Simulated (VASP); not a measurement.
Data:

```xyz
3
Lattice="1.5614 -2.7044 0.0000 1.5614 2.7044 0.0000 0.0000 0.0000 3.4642" Properties=species:S:1:pos:R:3 pbc="T T T"
Hf     0.0000     0.0000     0.0000
B      1.5614     0.9015     1.7321
B      1.5614    -0.9015     1.7321
```

Computed with PBE GGA, VASP's PBE PAW potentials (set 64) (plane waves; VASP). Run with 620 eV cut-off, 11×11×9 Γ-centred mesh, first-order Methfessel-Paxton smearing of 0.10 eV, potentials Hf_pv B.

Q: The ions, cell shape and volume at an external pressure of 10.0 GPa are relaxed. Which structure does the run end with?

A: 
```xyz
3
Lattice="1.5535 -2.6908 0.0000 1.5535 2.6908 0.0000 0.0000 0.0000 3.4376" Properties=species:S:1:pos:R:3 pbc="T T T"
Hf     0.0000     0.0000     0.0000
B      1.5535     0.8969     1.7188
B      1.5535    -0.8969     1.7188
```
Space group P6/mmm (191), at a tolerance of 0.03 Å.

Q: How do energy and volume change from the first to the last step?

A: The energy (σ→0) changes by +8.1 meV/atom and the volume by -1.8 %, in 5 ionic steps.

```
step  E(σ→0) (eV)  max force (eV/Å)  pressure (GPa)  volume (Å³)
----  -----------  ----------------  --------------  -----------
1        -26.3989             0.000            5.08        29.26
2        -26.3106             0.000           18.04        28.01
3        -26.3753             0.000           10.01        28.75
4        -26.3746             0.000           10.10        28.74
5        -26.3746             0.000           10.09        28.74
```

The compound is HfB2 in the AlB2 type structure. This run relaxes it under an external pressure of 10 GPa. Symmetry was kept, so distortions that lower it aren't found.
